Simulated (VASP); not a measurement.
VASP input:

KPOINTS:
```
Regular mesh
0
Gamma
  4 4 4
0 0 0
```

File POSCAR:
```
CsBr
1.0
  4.3256200000   0.0000000000   0.0000000000
  0.0000000000   4.3256200000   0.0000000000
  0.0000000000   0.0000000000   4.3256200000
Cs Br
1 1
direct
  0.0075430000  -0.0079930000  -0.0064860000
  0.4924570000   0.5079930000   0.5064860000
```

INCAR:
```
SYSTEM = CsBr
PREC = Accurate
ENCUT = 300
EDIFF = 1E-6
NELM = 100
ALGO = Normal
LREAL = .FALSE.
LASPH = .TRUE.
ISMEAR = 0
SIGMA = 0.02
LMAXMIX = 4
LWAVE = .FALSE.
LCHARG = .FALSE.
ISIF = 3
IBRION = 2
NSW = 50
EDIFFG = -0.01
```

POTCAR, in this order: Cs_sv Br (LDA.64 set). Program: vasp_std.

### Question
Translate this LDA calculation to Quantum ESPRESSO's pw.x.

### Answer
One equivalent input (not run):
```
&CONTROL
  calculation = 'vc-relax'
  pseudo_dir = './pseudo'
  outdir = './out'
  tprnfor = .true.
  tstress = .true.
  nstep = 50
  forc_conv_thr = 0.00039
/
&SYSTEM
  ibrav = 0
  nat = 2
  ntyp = 2
  ecutwfc = 48
  occupations = 'smearing'
  smearing = 'gaussian'
  degauss = 0.00147
  input_dft = 'pz'
/
&ELECTRONS
  conv_thr = 7.3e-08
  electron_maxstep = 100
/
&IONS
/
&CELL
/
ATOMIC_SPECIES
  Cs 132.905 Cs.upf
  Br 79.904 Br.upf
CELL_PARAMETERS angstrom
     4.3256200    0.0000000    0.0000000
     0.0000000    4.3256200    0.0000000
     0.0000000    0.0000000    4.3256200
ATOMIC_POSITIONS crystal
  Cs   0.0075430 -0.0079930 -0.0064860
  Br   0.4924570  0.5079930  0.5064860
K_POINTS automatic
  4 4 4 0 0 0
```
Limits of the translation: the potentials are each code's own (VASP's PAW set, PseudoDojo norm-conserving files in pw.x), so ENCUT and ecutwfc are chosen apart and not converted; conv_thr bounds pw.x's estimated SCF error, while EDIFF bounds the energy change between steps; forc_conv_thr acts on force components and is met together with etot_conv_thr.

The structure comes from a computed database's CsBr entry; how it stands against other phases isn't given here. In the starting cell atoms are displaced from their ideal sites. This run relaxes it. The run is one of a series of settings (EDIFFG = -0.01, GGA removed, IBRION = 2, ISIF = 3, NSW = 50, POTCAR Cs_sv Br (LDA.64 set) against the base run), some of them coarse on purpose.
